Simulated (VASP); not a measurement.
# LiAl2 (P4/mmm) in VASP: reference runs

Aim: a first look at LiAl2 with PBE, on the cell as given and on a disturbed one, then over a range of volumes.

Everything below comes from runs of VASP 6.6.1. Logs are shortened: lines on timing, memory, paths and dates and some standing lists are left out, and cuts for length are marked.

## (1) Starting point

The structure is tetragonal, space group P4/mmm (No. 123). Conventional cell: a = 3.450 Å, b = 3.450 Å, c = 4.929 Å, α = 90.00°, β = 90.00°, γ = 90.00°. Around Li (site symmetry 4/mmm) lie 6 Al at 2.44 to 2.46 Å. Al (site symmetry 4/mmm) is surrounded by 4 Li at 2.44 Å. Al (site symmetry 4/mmm) is surrounded by 2 Li at 2.46 Å.

The cell was built by a generator and needn't be a form met in nature.

## (2) Single point, PBE

The input, INCAR:

```
PREC = Accurate ; ENCUT = 520
EDIFF = 1E-7 ; ISMEAR = -1
SIGMA = 0.05 ; LREAL = False
LASPH = True ; NELM = 100
ALGO = Normal ; ISIF = 2
LWAVE = False ; LCHARG = False
GGA = PE ; NBANDS = 12
```

The input, KPOINTS:

```
Automatic mesh
0
Gamma
  8 8 6
```

The input, POSCAR:

```
LiAl2
1.0
    3.4497100000      0.0000000000      0.0000000000
    0.0000000000      3.4497100000      0.0000000000
    0.0000000000      0.0000000000      4.9294700000
Li Al
1 2
Direct
    0.0000000000      0.0000000000      0.0000000000
    0.5000000000      0.5000000000      0.0000000000
    0.0000000000      0.0000000000      0.5000000000
```

Potentials or basis: VASP PAW PBE potentials, release 64 (Li_sv, Al).

Launch:

```sh
$ cat potpaw_PBE.64/Li_sv/POTCAR potpaw_PBE.64/Al/POTCAR > POTCAR
$ mpirun -np 1 vasp_std > vasp.out
```

OUTCAR:

```text
PREC = Accurate
   ENCUT = 520
   EDIFF = 1E-7
   ISMEAR = -1
   LREAL = False
   LASPH = True
   NELM = 100
   ISIF = 2
   GGA = PE

 ion  position               nearest neighbor table
   1  0.000  0.000  0.000-   2 2.44   2 2.44   2 2.44   2 2.44   3 2.46   3 2.46
   2  0.500  0.500  0.000-   1 2.44   1 2.44   1 2.44   1 2.44
   3  0.000  0.000  0.500-   1 2.46   1 2.46

  LATTYP: Found a simple tetragonal cell.
 ALAT       =     3.4497100000
 C/A-ratio  =     1.4289519989

  Lattice vectors:

 A1 = (   3.4497100000,   0.0000000000,   0.0000000000)
 A2 = (   0.0000000000,   3.4497100000,   0.0000000000)
 A3 = (   0.0000000000,   0.0000000000,   4.9294700000)

Analysis of symmetry for initial positions (statically):
=====================================================================
 Subroutine PRICEL returns:
 Original cell was already a primitive cell.

 Routine SETGRP: Setting up the symmetry group for a
 simple tetragonal supercell.

 Subroutine GETGRP returns: Found 16 space group operations
 (whereof 16 operations were pure point group operations)
 out of a pool of 16 trial point group operations.

The static configuration has the point symmetry D_4h.

Analysis of symmetry for dynamics (positions and initial velocities):
=====================================================================
 Subroutine PRICEL returns:
 Original cell was already a primitive cell.

 Routine SETGRP: Setting up the symmetry group for a
 simple tetragonal supercell.

 Subroutine GETGRP returns: Found 16 space group operations
 (whereof 16 operations were pure point group operations)
 out of a pool of 16 trial point group operations.

The dynamic configuration has the point symmetry D_4h.

 Subroutine INISYM returns: Found 16 space group operations
 (whereof 16 operations are pure point group operations),
 and found     1 'primitive' translations

----------------------------------------------------------------------------------------

                                     Primitive cell

  volume of cell :      58.6632

  direct lattice vectors                    reciprocal lattice vectors
     3.449710000  0.000000000  0.000000000     0.289879439  0.000000000  0.000000000
     0.000000000  3.449710000  0.000000000     0.000000000  0.289879439  0.000000000
     0.000000000  0.000000000  4.929470000     0.000000000  0.000000000  0.202861565

  length of vectors
     3.449710000  3.449710000  4.929470000     0.289879439  0.289879439  0.202861565

  position of ions in fractional coordinates (direct lattice)
     0.000000000  0.000000000  0.000000000
     0.500000000  0.500000000  0.000000000
     0.000000000  0.000000000  0.500000000

  ion indices of the primitive-cell ions
   primitive index   ion index
                 1           1
                 2           2
                 3           3

----------------------------------------------------------------------------------------

 KPOINTS: Automatic mesh

Automatic generation of k-mesh.
 Grid dimensions read from file:
 generate k-points for:    8    8    6

 Generating k-lattice:

  Cartesian coordinates                     Fractional coordinates (reciprocal lattice)
     0.036234930  0.000000000  0.000000000     0.125000000  0.000000000  0.000000000
     0.000000000  0.036234930  0.000000000     0.000000000  0.125000000  0.000000000
     0.000000000  0.000000000  0.033810261     0.000000000  0.000000000  0.166666667

  Length of vectors
     0.036234930  0.036234930  0.033810261

  Shift w.r.t. Gamma in fractional coordinates (k-lattice)
     0.000000000  0.000000000  0.000000000

 Subroutine IBZKPT returns following result:
 ===========================================

 Found     60 irreducible k-points:

 Following reciprocal coordinates:
            Coordinates               Weight
  0.000000  0.000000  0.000000      1.000000
  0.125000  0.000000  0.000000      4.000000
  0.250000  0.000000  0.000000      4.000000
  0.375000  0.000000  0.000000      4.000000
  0.500000  0.000000  0.000000      2.000000
  0.125000  0.125000  0.000000      4.000000
[... 16 lines left out ...]
  0.375000  0.125000  0.166667     16.000000
  0.500000  0.125000  0.166667      8.000000
 [... further k-points ...]
   k-points           NKPTS =     60   k-points in BZ     NKDIM =     60   number of bands    NBANDS=     12
   number of dos      NEDOS =    301   number of ions     NIONS =      3
   total plane-waves  NPLWV =  31360
   dimension x,y,z NGX =    28 NGY =   28 NGZ =   40
   dimension x,y,z NGXF=    56 NGYF=   56 NGZF=   80
   ions per type =               1   2
   NGX,Y,Z   is equivalent  to a cutoff of  13.49, 13.49, 13.49 a.u.
   NGXF,Y,Z  is equivalent  to a cutoff of  26.99, 26.99, 26.98 a.u.
 SYSTEM =  unknown system
   PREC   = accura    normal or accurate (medium, high low for compatibility)
   ISTART =      0    job   : 0-new  1-cont  2-samecut
   ICHARG =      2    charge: 1-file 2-atom 10-const
   ISPIN  =      1    spin polarized calculation?
   LNONCOLLINEAR =      F non collinear calculations
   LSORBIT =      F    spin-orbit coupling
   LASPH  =      T    aspherical Exc in radial PAW
   ENCUT  =  520.0 eV  38.22 Ry    6.18 a.u.   6.41  6.41  9.17*2*pi/ulx,y,z
   NELM   =    100;   NELMIN=  2; NELMDL= -5     # of ELM steps
   EDIFF  = 0.1E-06   stopping-criterion for ELM
   LREAL  =      F    real-space projection
   EDIFFG = 0.1E-05   stopping-criterion for IOM
   NSW    =      0    number of steps for IOM
   IBRION =     -1    ionic relax: 0-MD 1-quasi-New 2-CG
   NFREE  =      0    steps in history (QN), initial steepest desc. (CG)
   ISIF   =      2    stress and relaxation
   ISYM   =      2    0-nonsym 1-usesym 2-fastsym
   POTIM  = 0.5000    time-step for ionic-motion
   TEBEG  =    0.0;   TEEND  =   0.0 temperature during run
   PSTRESS=    0.0 pullay stress
   NELECT =       9.0000    total number of electrons
   NUPDOWN=      -1.0000    fix difference up-down
   EMIN   =  10.00;   EMAX   =-10.00  energy-range for DOS
   EFERMI =   0.00;   METHOD = LEGACY
   ISMEAR =    -1;   SIGMA  =   0.05  broadening in eV -4-tet -1-fermi 0-gaus
   EFERMI_NEDOS =   21; number of points for ismear=-14 and -15
   IALGO  =     38    algorithm
   IMIX   =      4    mixing-type and parameters
     AMIX     =   0.40;   BMIX     =  1.00
     AMIX_MAG =   1.60;   BMIX_MAG =  1.00
  volume/ion in A,a.u.               =      19.55       131.96
  Fermi-wavevector in a.u.,A,eV,Ry     =   0.876396  1.656149 10.450233  0.768070
  Thomas-Fermi vector in A             =   1.996201
   LORBIT       =      0    0 simple, 1 ext, 2 COOP (PROOUT), +10 PAW based schemes
   GGA     = PE    functional components
   LHFCALC =     F    Hartree Fock is set to
   AEXX    =    0.0000 exact exchange contribution
   IVDW    =     0    specifies the selected vdW correction
   LEPSILON=     F    determine dielectric tensor
   LRPA    =     F    only Hartree local field effects (RPA)
 non-spin polarized calculation
  energy-cutoff  :      520.00
  volume of cell :       58.66
 maximum number of plane-waves:      1634
 NGX is ok and might be reduce to    28
   NGX = 13   NGY = 13   NGZ = 19

 number of electron       9.0000004 magnetization

 Free energy of the ion-electron system (eV)
  ---------------------------------------------------
  ext. energy  EPLUGINS =         0.00000000
  ---------------------------------------------------
  free energy    TOTEN  =        -7.78299499 eV

  energy without entropy =       -7.77897068  energy(sigma->0) =       -7.78098284

 E-fermi :   4.1900     XC(G=0):  -8.8309

 val. band max:        4.1123705942   @ k =   0.3750   0.3750   0.5000
 cond. band min:       4.2327556532   @ k =   0.3750   0.3750   0.5000
 fundamental gap:      0.1203850591
 Fermi energy:         4.1899782013

 k-point     1 :       0.0000    0.0000    0.0000
  band No.  band energies     occupation
      1     -41.6753      2.00000
      2      -3.8368      2.00000
      3       1.5056      2.00000
      4       1.8152      2.00000
      5       6.4848      0.00000
      6       6.4848      0.00000
      7       8.5785      0.00000
      8      10.1715      0.00000
      9      11.4293      0.00000
     10      11.4921      0.00000
     11      11.4921      0.00000
     12      13.3968      0.00000

 k-point     2 :       0.1250    0.0000    0.0000
  band No.  band energies     occupation
      1     -41.6751      2.00000
      2      -3.6621      2.00000
      3       1.6853      2.00000
      4       1.8782      2.00000
      5       5.0509      0.00000
      6       6.6609      0.00000
      7       9.3902      0.00000
      8      10.0067      0.00000
      9      10.1542      0.00000
     10      11.5333      0.00000
     11      11.6018      0.00000
     12      13.5846      0.00000

 k-point     3 :       0.2500    0.0000    0.0000
  band No.  band energies     occupation
      1     -41.6743      2.00000
      2      -3.1412      2.00000
      3       1.6479      2.00000
      4       2.2193      2.00000
      5       3.7057      1.99988
      6       7.1867      0.00000
      7       8.0352      0.00000
      8       8.1106      0.00000
      9      10.2435      0.00000
     10      11.7493      0.00000
     11      13.5464      0.00000
     12      14.1446      0.00000
[... 286 lines left out ...]
 k-point    23 :       0.3750    0.1250    0.1667
  band No.  band energies     occupation
      1     -41.6731      2.00000
      2      -1.9661      2.00000
      3       0.5067      2.00000
      4       2.2552      2.00000
      5       4.7206      0.00005
      6       5.3869      0.00000
      7       7.0416      0.00000
      8       8.2045      0.00000
      9       9.2294      0.00000
     10      11.0173      0.00000
     11      12.9837      0.00000
     12      13.5349      0.00000

 k-point    24 :       0.5000    0.1250    0.1667
  band No.  band energies     occupation
      1     -41.6728      2.00000
      2      -1.0233      2.00000
      3      -0.5428      2.00000
      4       2.9957      2.00000
      5       3.4971      2.00000
      6       6.1484      0.00000
      7       7.1303      0.00000
      8       7.9016      0.00000
      9       8.2468      0.00000
     10      11.5662      0.00000
     11      12.5346      0.00000
     12      13.9089      0.00000

 [... further k-points ...]

------------------------ aborting loop because EDIFF is reached ----------------------------------------

  FORCE on cell =-STRESS in cart. coord.  units (eV):
  Direction    XX          YY          ZZ          XY          YZ          ZX
  --------------------------------------------------------------------------------------
  -------------------------------------------------------------------------------------
  Total       -0.1192822     -0.1192822      0.1448995      0.0000000      0.0000000      0.0000000
  in kB       -3.2577728     -3.2577728      3.9574193      0.0000000      0.0000000      0.0000000
  external PRESSURE =      -0.8527088 kB  Pullay stress =       0.0000000 kB

 VOLUME and BASIS-vectors are now :
 -----------------------------------------------------------------------------
  energy-cutoff  :      520.00
  volume of cell :       58.66
      direct lattice vectors                 reciprocal lattice vectors
     3.449710000  0.000000000  0.000000000     0.289879439  0.000000000  0.000000000
     0.000000000  3.449710000  0.000000000     0.000000000  0.289879439  0.000000000
     0.000000000  0.000000000  4.929470000     0.000000000  0.000000000  0.202861565

 POSITION                                       TOTAL-FORCE (eV/Angst)
 -----------------------------------------------------------------------------------
      0.00000      0.00000      0.00000         0.000000      0.000000      0.000000
      1.72486      1.72486      0.00000         0.000000      0.000000      0.000000
      0.00000      0.00000      2.46474         0.000000      0.000000      0.000000
 -----------------------------------------------------------------------------------
    total drift:                               -0.000000     -0.000000     -0.000000

  FREE ENERGIE OF THE ION-ELECTRON SYSTEM (eV)
  ---------------------------------------------------
  free  energy   TOTEN  =        -7.7829949935 eV

  energy  without entropy=       -7.7789706773  energy(sigma->0) =       -7.78098284
```

Wall time 22 s (1 thread of Intel Xeon Platinum 8559C (Emerald Rapids), shared host); peak memory 0.18 GiB.

What came out:

```
Free energy            : -7.7830 eV
Band gap on the k mesh : none (metal or under the smearing width)
```

Levels at points of the mesh, in eV from the Fermi level:
```tsv
k point	band 3	band 4	band 5	band 6	band 7	band 8
(0.00, 0.00, 0.00)	-2.68	-2.37	2.29	2.29	4.39	5.98
(0.50, 0.00, 0.00)	-5.01	-0.34	0.69	0.91	0.94	4.76
(0.50, 0.50, 0.00)	-2.69	-2.28	-2.20	1.46	2.57	2.57
(0.00, 0.00, 0.50)	-6.63	3.00	3.00	3.80	4.16	4.72
(0.50, 0.00, 0.50)	-4.38	-2.86	-2.69	5.57	5.85	5.89
(0.50, 0.50, 0.50)	-1.87	-1.87	-1.72	-0.32	-0.32	0.95
```

Caveat: the cutoff is under 1.25 times the usual one of these potentials, so pressure, stress and relaxed cells hold a basis-set (Pulay) error.

## (3) Single point, PBE (atoms moved at random, drawn with an rms of 0.05 Å)

The input, INCAR:

```
PREC     = Accurate       # precision mode
ENCUT    = 520            # plane-wave cutoff, eV
EDIFF    = 1E-7           # SCF threshold, eV
ISMEAR   = -1             # smearing method
SIGMA    = 0.05           # smearing width, eV
LREAL    = F              # projectors in reciprocal space
LASPH    = T              # aspherical terms in the spheres
NELM     = 60             # most SCF steps
ALGO     = Normal         # electronic algorithm
ISIF     = 2              # what is computed and relaxed
LWAVE    = F              # write WAVECAR
LCHARG   = F              # write CHGCAR
GGA      = PE             # functional
NBANDS   = 12             # bands
```

KPOINTS is that of step 2.

The input, POSCAR:

```
LiAl2
1.0
    3.4497100000      0.0000000000      0.0000000000
    0.0000000000      3.4497100000      0.0000000000
    0.0000000000      0.0000000000      4.9294700000
Li Al
1 2
Direct
    0.0024960000      0.0095460000     -0.0075660000
    0.5131540000      0.5049520000     -0.0035030000
   -0.0021780000      0.0025520000      0.5075130000
```

Potentials or basis: VASP PAW PBE potentials, release 64 (Li_sv, Al).

Launch:

```sh
$ cat potpaw_PBE.64/Li_sv/POTCAR potpaw_PBE.64/Al/POTCAR > POTCAR
$ mpirun -np 1 vasp_std > vasp.out
```

Wall time 49 s (1 thread of Intel Xeon Platinum 8559C (Emerald Rapids), shared host); peak memory 0.25 GiB.

It converged, with:

```yaml
Free_energy: -7.7633 eV
Largest_force: 0.501 eV/Å
Band_gap_on_the_k_mesh: none (metal or under the smearing width)
```

Forces in eV/Å, atoms in the order of the input:
```
Li   0.237 -0.080  0.434
Al  -0.194  0.102 -0.003
Al  -0.043 -0.022 -0.431
```

Levels at points of the mesh, in eV from the Fermi level:
| k point | band 1 | band 2 | band 3 | band 4 | band 5 | band 6 | band 7 | band 8 | band 9 | band 10 |
| --- | --- | --- | --- | --- | --- | --- | --- | --- | --- | --- |
| (0.00, 0.00, 0.00) | -45.88 | -8.03 | -2.69 | -2.37 | 2.28 | 2.29 | 4.38 | 5.96 | 7.24 | 7.30 |
| (0.50, 0.00, 0.00) | -45.88 | -5.54 | -5.01 | -0.35 | 0.67 | 0.91 | 0.96 | 4.73 | 5.49 | 7.31 |
| (0.00, 0.50, 0.00) | -45.88 | -5.54 | -5.02 | -0.34 | 0.67 | 0.90 | 0.95 | 4.75 | 5.47 | 7.31 |
| (0.50, 0.50, 0.00) | -45.87 | -2.71 | -2.70 | -2.27 | -2.20 | 1.46 | 2.57 | 2.57 | 3.45 | 4.38 |
| (0.00, 0.00, 0.50) | -45.88 | -6.75 | -6.55 | 2.98 | 2.99 | 3.76 | 4.19 | 4.73 | 4.74 | 5.37 |
| (0.50, 0.00, 0.50) | -45.88 | -4.86 | -4.39 | -2.86 | -2.68 | 5.54 | 5.72 | 5.97 | 6.49 | 6.50 |
| (0.00, 0.50, 0.50) | -45.88 | -4.86 | -4.39 | -2.86 | -2.68 | 5.54 | 5.79 | 5.89 | 6.50 | 6.50 |
| (0.50, 0.50, 0.50) | -45.87 | -2.18 | -1.91 | -1.89 | -1.70 | -0.32 | -0.31 | 0.96 | 1.02 | 9.36 |

Caveat: the cutoff is under 1.25 times the usual one of these potentials, so pressure, stress and relaxed cells hold a basis-set (Pulay) error.

## (4) Equation of state, PBE, 18.38 Å³/atom (volume scaled by 0.94)

The input, INCAR:

```
  ALGO = Normal
  EDIFF = 1E-7
  ENCUT = 520
  GGA = PE
  ISIF = 2
  ISMEAR = -1
  LASPH = T
  LCHARG = F
  LREAL = F
  LWAVE = F
  NBANDS = 12
  NELM = 80
  PREC = Accurate
  SIGMA = 0.05
```

The input, KPOINTS:

```
k-points
0
Gamma
  8 8 6
```

The input, POSCAR:

```
LiAl2
1.0
    3.3792879951      0.0000000000      0.0000000000
    0.0000000000      3.3792879951      0.0000000000
    0.0000000000      0.0000000000      4.8288403353
Li Al
1 2
Direct
    0.0000000000      0.0000000000      0.0000000000
    0.5000000000      0.5000000000      0.0000000000
    0.0000000000      0.0000000000      0.5000000000
```

Launch:

```sh
$ cat potpaw_PBE.64/Li_sv/POTCAR potpaw_PBE.64/Al/POTCAR > POTCAR
$ mpirun -np 1 vasp_std > vasp.out
```

It took 18 s on 1 thread of Intel Xeon Platinum 8559C (Emerald Rapids), shared host; peak memory 0.18 GiB.

Results (log left out):

```yaml
Free_energy: -7.7619 eV
Band_gap_on_the_k_mesh: none (metal or under the smearing width)
```

Caveat: the cutoff is under 1.25 times the usual one of these potentials, so pressure, stress and relaxed cells hold a basis-set (Pulay) error.

## (5) Equation of state, PBE, 18.77 Å³/atom (volume scaled by 0.96)

The input, INCAR:

```
PREC = Accurate
ENCUT = 520
EDIFF = 1E-7
ISMEAR = -1
SIGMA = 0.05
LREAL = False
LASPH = True
NELM = 100
ALGO = Normal
ISIF = 2
LWAVE = False
LCHARG = False
GGA = PE
NBANDS = 12
```

The input, KPOINTS:

```
regular mesh
0
Gamma
  8 8 6
```

The input, POSCAR:

```
LiAl2
1.0
    3.4030865820      0.0000000000      0.0000000000
    0.0000000000      3.4030865820      0.0000000000
    0.0000000000      0.0000000000      4.8628473736
Li Al
1 2
Direct
    0.0000000000      0.0000000000      0.0000000000
    0.5000000000      0.5000000000      0.0000000000
    0.0000000000      0.0000000000      0.5000000000
```

Launch:

```sh
$ cat potpaw_PBE.64/Li_sv/POTCAR potpaw_PBE.64/Al/POTCAR > POTCAR
$ mpirun -np 1 vasp_std > vasp.out
```

It took 22 s on 1 thread of Intel Xeon Platinum 8559C (Emerald Rapids), shared host; peak memory 0.18 GiB.

The run converged. Its results:

* Free energy: -7.7741 eV
* Band gap on the k mesh: none (metal or under the smearing width)

Caveat: the cutoff is under 1.25 times the usual one of these potentials, so pressure, stress and relaxed cells hold a basis-set (Pulay) error.

## (6) Equation of state, PBE, 19.16 Å³/atom (volume scaled by 0.98)

The input, INCAR:

```
  PREC = Accurate
  ENCUT = 520
  EDIFF = 1E-7
  ISMEAR = -1
  SIGMA = 0.05
  LREAL = False
  LASPH = True
  NELM = 100
  ALGO = Normal
  ISIF = 2
  LWAVE = False
  LCHARG = False
  GGA = PE
  NBANDS = 12
```

KPOINTS is that of step 5.

The input, POSCAR:

```
LiAl2
1.0
    3.4265568863      0.0000000000      0.0000000000
    0.0000000000      3.4265568863      0.0000000000
    0.0000000000      0.0000000000      4.8963853119
Li Al
1 2
Direct
    0.0000000000      0.0000000000      0.0000000000
    0.5000000000      0.5000000000      0.0000000000
    0.0000000000      0.0000000000      0.5000000000
```

Potentials or basis: VASP PAW PBE potentials, release 64 (Li_sv, Al).

Launch:

```sh
$ cat potpaw_PBE.64/Li_sv/POTCAR potpaw_PBE.64/Al/POTCAR > POTCAR
$ mpirun -np 1 vasp_std > vasp.out
```

Run time: 20 s. Hardware: 1 thread of Intel Xeon Platinum 8559C (Emerald Rapids), shared host; peak memory 0.18 GiB.

The run converged. Its results:

```yaml
Free_energy: -7.7809 eV
Band_gap_on_the_k_mesh: none (metal or under the smearing width)
```

Caveat: the cutoff is under 1.25 times the usual one of these potentials, so pressure, stress and relaxed cells hold a basis-set (Pulay) error.

(Continued in part 2 of 2.)
